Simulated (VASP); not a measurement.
A VASP calculation is set up with these files.

**INCAR**
```
! general
SYSTEM        = Mg3Cd
PREC          = Accurate
ENCUT         = 300
LREAL         = .FALSE.   ! projection in real space or not
LASPH         = .TRUE.   ! aspherical one-centre terms

! electronic loop
EDIFF         = 1E-6
NELM          = 100
ALGO          = Normal   ! blocked Davidson
LMAXMIX       = 4   ! l cut-off of mixed one-centre charges

! smearing
ISMEAR        = 0   ! Gaussian
SIGMA         = 0.1

! functional
GGA           = PS
GGA_COMPAT    = .FALSE.

! spin
MAGMOM        = 24*0.0
LSORBIT       = .TRUE.
LNONCOLLINEAR = .TRUE.

! ions
ISIF          = 2   ! forces and stress, cell fixed

! output
LWAVE         = .FALSE.
LCHARG        = .FALSE.
LORBIT        = 11
```

### POSCAR
```
Mg3Cd
6.3028990
  1.0000000000   0.0000000000   0.0000000000
 -0.5000000793   0.8660253004   0.0000000000
  0.0000000000   0.0000000000   0.8037384067
Cd Mg
2 6
Cartesian
 -0.0000005529   0.5773504890   0.2009346017
  0.5000004736   0.2886748115   0.6028038050
  0.4999999472   0.5767728501   0.2009346017
 -0.2495000661   0.7213990753   0.6028038050
  0.2504999868   0.1446262252   0.2009346017
 -0.0000000265   0.2892524503   0.6028038050
  0.7494999868   0.1446262252   0.2009346017
  0.2494999339   0.7213990753   0.6028038050
```

**KPOINTS**
```
Automatic
0
Gamma
4 4 5
0 0 0
```

POTCAR, in this order: Cd Mg (PBE.64 set). Program: vasp_ncl.

Task: Translate this PBEsol+SOC calculation to Ansatz.

Result: One equivalent input (not run):
Ansatz 0.2 input:
```yaml
crystal:
  lattice:
    - [6.3028990, 0.0000000, 0.0000000]
    - [-3.1514500, 5.4584700, 0.0000000]
    - [0.0000000, 0.0000000, 5.0658820]
  atoms:
    - { symbol: Cd, position: [0.3333330, 0.6666670, 0.2500000] }
    - { symbol: Cd, position: [0.6666670, 0.3333330, 0.7500000] }
    - { symbol: Mg, position: [0.8330000, 0.6660000, 0.2500000] }
    - { symbol: Mg, position: [0.1670000, 0.8330000, 0.7500000] }
    - { symbol: Mg, position: [0.3340000, 0.1670000, 0.2500000] }
    - { symbol: Mg, position: [0.1670000, 0.3340000, 0.7500000] }
    - { symbol: Mg, position: [0.8330000, 0.1670000, 0.2500000] }
    - { symbol: Mg, position: [0.6660000, 0.8330000, 0.7500000] }
kpoints:
  mp_grid: { grid: [4, 4, 5] }
hamiltonian:
  xc: pbesol
  pseudopotentials: { kind: paw }
magnetization: { noncollinear: true, spin_orbit: true }
scf:
  occupations: { method: gaussian, width: 0.1 }
  max_iter: 100
output: { forces: true, stress: true, eigenvalues: true }
```
What does not carry over: each code has its own PAW files, so the cut-off isn't converted (ENCUT is set for VASP's; basis.ecutwfc is left out, and Ansatz then takes the one that its files recommend); Ansatz stops its SCF on the density residual and VASP on the energy change (EDIFF).

The structure comes from a measured Mg3Cd entry (P6_3/mmc) of the Crystallography Open Database, whose conditions weren't checked. The cell was not relaxed at this level. The run is one of a series of settings (GGA_COMPAT = .FALSE., LNONCOLLINEAR = .TRUE., LSORBIT = .TRUE., MAGMOM = 0.0 0.0 0.0 0.0 0.0 0.0 0.0 0.0 0.0 0.0 0.0 0.0 0.0 0.0 0.0 0.0 0.0 0.0 0.0 0.0 0.0 0.0 0.0 0.0, program vasp_ncl against the base run), some of them coarse on purpose.
